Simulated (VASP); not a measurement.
Given:

```yaml
crystal:
  lattice:
    - [1.90230, -3.29488, 0.00000]
    - [1.90230, 3.29488, 0.00000]
    - [0.00000, 0.00000, 5.18160]
  atoms:
    - { symbol: Pt, position: [0.00000, 0.00000, 0.00000] }
    - { symbol: Se, position: [0.33333, 0.66667, 0.25500] }
    - { symbol: Se, position: [0.66667, 0.33333, 0.74500] }
```

Level of theory: PBE GGA, VASP's PBE PAW potentials (set 64) (plane waves; VASP). Run with 400 eV cut-off, 5×5×4 Γ-centred mesh, Gaussian smearing of 0.050 eV, potentials Pt Se.

Unless said otherwise, spin-orbit coupling is left out, though it shifts the bands of the heavy elements here.

Problem. What does the run give for the energy per atom (σ→0), pressure, largest force, band gap (on the k-mesh) with the smallest direct gap where there is one?

Solution. 
```json
{
  "band gap (on the k-mesh)": "none (metal, semimetal or under 0.01 eV)",
  "energy per atom (σ→0)": "-4.750 eV/atom",
  "pressure": "-2.32 GPa",
  "largest_force": "0.01000 Ha/bohr"
}
```

The compound is PtSe2 in the 1T layered structure. The cell was not relaxed at this level. The k-mesh is coarse (spacing up to 0.38 per Å, 2π included), so the numbers may not be converged in it.
